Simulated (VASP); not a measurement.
Calculation: PBE GGA with D3 dispersion (Becke-Johnson damping), VASP's PBE PAW potentials (set 64) (plane waves; VASP).

VASP ran on this input.

**INCAR**
```
# general
SYSTEM  = ZnO
PREC    = Accurate
ENCUT   = 520
LREAL   = .FALSE.
LASPH   = .TRUE.
NBANDS  = 66

# electronic loop
EDIFF   = 1E-7
NELM    = 100
ALGO    = Normal
LMAXMIX = 4

# smearing
ISMEAR  = 0
SIGMA   = 0.01

# functional
GGA     = PE
IVDW    = 12

# output
LWAVE   = .FALSE.
LCHARG  = .FALSE.
NEDOS   = 1001

# other
LOPTICS = .TRUE.
CSHIFT  = 0.1
```

File KPOINTS:
```
Regular mesh
0
G
18 18 10
```

### POSCAR
```
ZnO
3.2663640
  0.9999999452   0.0000000000   0.0000000000
 -0.4999999726   0.8660252715   0.0000000000
  0.0000000000   0.0000000000   1.6099711600
Zn O
2 2
direct
  0.3333330000   0.6666670000   0.4994519553
  0.6666670000   0.3333330000   0.9994519553
  0.6666670000   0.3333330000   0.3795580447
  0.3333330000   0.6666670000   0.8795580447
```

POTCAR, in this order: Zn O (PBE.64 set). Program: vasp_std.

Output

### OSZICAR
```
       N       E                     dE             d eps       ncg     rms          rms(c)
DAV:   1     0.318204344962E+03    0.31820E+03   -0.12769E+04 37056   0.790E+02
DAV:   2     0.185826872387E+02   -0.29962E+03   -0.25109E+03 29458   0.226E+02
DAV:   3    -0.202661355037E+02   -0.38849E+02   -0.37724E+02 33702   0.723E+01
DAV:   4    -0.210923427371E+02   -0.82621E+00   -0.82485E+00 33992   0.109E+01
DAV:   5    -0.210937969613E+02   -0.14542E-02   -0.14542E-02 33256   0.448E-01    0.147E+01
DAV:   6    -0.179174730514E+02    0.31763E+01   -0.94728E-01 40974   0.245E+01    0.932E+00
DAV:   7    -0.178798068636E+02    0.37666E-01   -0.67685E-01 34542   0.600E+00    0.506E+00
DAV:   8    -0.178517443456E+02    0.28063E-01   -0.10275E-01 33434   0.177E+00    0.102E+00
DAV:   9    -0.178514932979E+02    0.25105E-03   -0.10066E-02 33760   0.442E-01    0.154E-01
DAV:  10    -0.178516219678E+02   -0.12867E-03   -0.27850E-04 32778   0.697E-02    0.681E-02
DAV:  11    -0.178518925098E+02   -0.27054E-03   -0.13920E-04 32426   0.545E-02    0.142E-02
DAV:  12    -0.178518916277E+02    0.88207E-06   -0.50960E-06 33940   0.139E-02    0.109E-02
DAV:  13    -0.178518900859E+02    0.15418E-05   -0.89314E-07 32508   0.517E-03    0.320E-03
DAV:  14    -0.178518898929E+02    0.19298E-06   -0.16798E-07 34988   0.565E-03    0.955E-04
DAV:  15    -0.178518898816E+02    0.11292E-07   -0.16208E-08 26298   0.103E-03
   1 F= -.18730100E+02 E0= -.18730100E+02  d E =-.495003E-16
 imaginary and real dielectric function
```

OUTCAR:
```
------------------------ aborting loop because EDIFF is reached ----------------------------------------
 Edisp (eV)   -0.87821
  FORCE on cell =-STRESS in cart. coord.  units (eV):
  Direction    XX          YY          ZZ          XY          YZ          ZX
  --------------------------------------------------------------------------------------
  Total      -0.02982    -0.02982     0.01106    -0.00000     0.00000     0.00000
  in kB      -0.98321    -0.98321     0.36464    -0.00000     0.00000     0.00000
  external pressure =       -0.53 kB  Pullay stress =        0.00 kB
  volume of cell :       48.59
      direct lattice vectors                 reciprocal lattice vectors
     3.266363821  0.000000000  0.000000000     0.306150832  0.176756282  0.000000000
    -1.633181910  2.828753770  0.000000000     0.000000000  0.353512565  0.000000000
     0.000000000  0.000000000  5.258751838     0.000000000  0.000000000  0.190159192
  FREE ENERGIE OF THE ION-ELECTRON SYSTEM (eV)
  ---------------------------------------------------
  free  energy   TOTEN  =       -18.7301001551 eV

  energy  without entropy=      -18.7301001551  energy(sigma->0) =      -18.73010016

 plasma frequency squared (from intraband transitions) (eV^2)
  --------------------------------------------------------------------------------------
       0.000       0.000       0.000
       0.000       0.000       0.000
       0.000      -0.000       0.000

 plasma frequency squared (from interband transitions, int dw w eps(2)(w)) (eV^2)
  --------------------------------------------------------------------------------------
     515.397       0.000       0.000      -0.000      -0.000       0.000
       0.000       0.000     515.397       0.000      -0.000       0.000
      -0.000      -0.000      -0.000      -0.000     513.098       0.000
```
(Selected blocks of OUTCAR.)

The dielectric response may not be converged in the k-mesh; for small gaps it tends to come out too large.

The structure comes from a measured ZnO entry (P6_3mc) of the Crystallography Open Database, whose conditions weren't checked. It was relaxed first.
